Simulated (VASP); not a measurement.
Set up this calculation in VASP 6.6.1, as the native input.

```yaml
Task: relaxation of cell and atoms
Functional: PBEsol
Potentials_or_basis: VASP PAW PBE potentials, release 64 (Ba_sv, Zr_sv, Ti_sv, O)
Cutoff: 600 eV
k_mesh: 6 × 6 × 5
Occupations: gaussian, width 0.03 eV
Spin: no spin polarisation
Further_INCAR_settings: ALGO = Normal; EDIFF = 1e-06; IBRION = 2; EDIFFG = -0.01; NSW = 90; ISIF = 3
```

The structure of Ba4ZrTi3O12 lies in POSCAR:

```
Ba4ZrTi3O12
1.0
   -5.6802470600     -3.2794921700      2.3288539600
    5.6802470600     -3.2794921700      2.3288539600
    0.0000000000      6.5589843400      2.3288539600
Ba Zr Ti O
4 1 3 12
Direct
    0.0000000000      0.0000000000      0.0000000000
    0.5000000000      0.5000000000      0.0000000000
    0.5000000000      0.0000000000      0.5000000000
    0.0000000000      0.5000000000      0.5000000000
    0.4845000000      0.4845000000      0.4845000000
    0.9845000000      0.9845000000      0.4845000000
    0.9845000000      0.4845000000      0.9845000000
    0.4845000000      0.9845000000      0.9845000000
    0.2630500000      0.2630500000      0.5086000000
    0.7630500000      0.7630500000      0.5086000000
    0.7630500000      0.2630500000      0.0086000000
    0.2630500000      0.7630500000      0.0086000000
    0.5086000000      0.2630500000      0.2630500000
    0.0086000000      0.7630500000      0.2630500000
    0.0086000000      0.2630500000      0.7630500000
    0.5086000000      0.7630500000      0.7630500000
    0.2630500000      0.5086000000      0.2630500000
    0.7630500000      0.0086000000      0.2630500000
    0.7630500000      0.5086000000      0.7630500000
    0.2630500000      0.0086000000      0.7630500000
```

The cell was built by a generator and needn't be a form met in nature.

The input as run:

INCAR

```
  PREC = Accurate
  ENCUT = 600
  EDIFF = 1E-6
  ISMEAR = 0
  SIGMA = 0.03
  LREAL = F
  LASPH = T
  NELM = 80
  ALGO = Normal
  ISIF = 3
  LWAVE = F
  LCHARG = F
  GGA = PS
  IBRION = 2
  NSW = 90
  EDIFFG = -0.01
  LUSENCCL = F
```

KPOINTS

```
Automatic mesh
0
Gamma
  6 6 5
```

Potentials or basis: VASP PAW PBE potentials, release 64 (Ba_sv, Zr_sv, Ti_sv, O).

The run is started by

```bash
$ cat potpaw_PBE.64/Ba_sv/POTCAR potpaw_PBE.64/Zr_sv/POTCAR potpaw_PBE.64/Ti_sv/POTCAR potpaw_PBE.64/O/POTCAR > POTCAR
$ mpirun -np 1 vasp_std > vasp.out
```

It gave:

```yaml
Relaxed_volume: 13.33 Å³/atom
Relaxed_cell: a = 7.019 Å, b = 7.019 Å, c = 7.019 Å, α = 109.42°, β = 109.42°, γ = 109.42°
Space_group_after_relaxing_to_0.05_Å: R3m (No. 160)
Energy_gained_by_relaxing: 48.1 meV/atom
Ionic_steps: 17
Pressure_after_relaxing: 0.0 GPa
Largest_force_after_relaxing: 0.006 eV/Å
Band_gap_on_the_k_mesh: 2.52 eV, indirect (least direct gap 2.59 eV)
```

Caveat: the PAW data sets were made with another functional, which shifts forces and pressure a little; spin-orbit coupling is left out, which moves the levels of the heavy elements; an odd mesh through Γ misses points on the zone boundary, where band edges often lie.

Wall time 2.4 h on 1 × NVIDIA H100 80GB with 1 thread of AMD EPYC 7R13 Processor (Zen 3) (shared host), peak memory 2.3 GiB.
